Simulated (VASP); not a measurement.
Method: r2SCAN meta-GGA, VASP's PBE PAW potentials (set 64) (plane waves; VASP).

Gaps are without spin-orbit coupling.

Task: Order these relaxed crystals by band gap, smallest first: CuI, F-43m (216); SnO, P4/nmm (129); GeTe4Pb3, P4/mmm (123); SiO2, I-42d (122).

Result: SnO, P4/nmm (129) (0.30 eV), GeTe4Pb3, P4/mmm (123) (0.79 eV), CuI, F-43m (216) (1.69 eV), SiO2, I-42d (122) (6.54 eV)
